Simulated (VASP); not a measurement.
VASP runs on PbO share one base input (PBE GGA, plane waves, VASP's PBE PAW potentials (set 64)) and change the settings named in each case.

File POSCAR:
```
PbO
1
    3.9185120000     0.0000000000     0.0000000000
    0.0000000000     3.9185120000     0.0000000000
    0.0000000000     0.0000000000    16.3659340000
Pb O
2 2
Direct
  0.5000000000   0.0000000000   0.5722820000
  0.0000000000   0.5000000000   0.4277180000
  0.0000000000   0.0000000000   0.5000000000
  0.5000000000   0.5000000000   0.5000000000
```

KPOINTS:
```
Automatic mesh
0
Gamma
6 6 1
0 0 0
```

**INCAR**
```
SYSTEM = PbO
PREC = Accurate
ENCUT = 400
EDIFF = 1E-6
NELM = 100
ALGO = Normal
LREAL = .FALSE.
LASPH = .TRUE.
ISMEAR = 0
SIGMA = 0.1
GGA = PE
LMAXMIX = 4
LWAVE = .FALSE.
LCHARG = .FALSE.
ISIF = 2
```

POTCAR, in this order: Pb_d O (PBE.64 set). Program: vasp_std.

```tsv
change	E(σ→0) (eV/atom)	largest force (eV/Å)	gap on the mesh (eV)
base run	-5.3422	1.109	2.74
GGA = PS	-5.6793	?	?
GGA_COMPAT = .FALSE., LNONCOLLINEAR = .TRUE., LSORBIT = .TRUE., MAGMOM = 0.0 0.0 0.0 0.0 0.0 0.0 0.0 0.0 0.0 0.0 0.0 0.0, program vasp_ncl	-5.5312	?	?
KPOINTS 2×2×1 Γ-centred mesh	-5.3111	1.174	2.74
```

Question: What belongs in the gaps?

Answer: 
- GGA = PS, largest force (eV/Å): 0.608
- GGA = PS, gap on the mesh (eV): 2.70
- GGA_COMPAT = .FALSE., LNONCOLLINEAR = .TRUE., LSORBIT = .TRUE., MAGMOM = 0.0 0.0 0.0 0.0 0.0 0.0 0.0 0.0 0.0 0.0 0.0 0.0, program vasp_ncl, largest force (eV/Å): 1.123
- GGA_COMPAT = .FALSE., LNONCOLLINEAR = .TRUE., LSORBIT = .TRUE., MAGMOM = 0.0 0.0 0.0 0.0 0.0 0.0 0.0 0.0 0.0 0.0 0.0 0.0, program vasp_ncl, gap on the mesh (eV): 2.68

Energies of different potentials or functionals have different zeros.  The cell holds a wide vacuum, so values per volume refer to the whole cell. Unless said otherwise, spin-orbit coupling is left out, though it shifts the bands of the heavy elements here.

Left out are runs that ran out of time, are held back, or changed the cell or the kind of run, fixed moments of cells without a moment, rows past the twelfth, gaps on odd meshes, pressures of charged cells and columns that move by less than the noise.

The cell is a sheet or thin cut with vacuum, built from a generated structure.
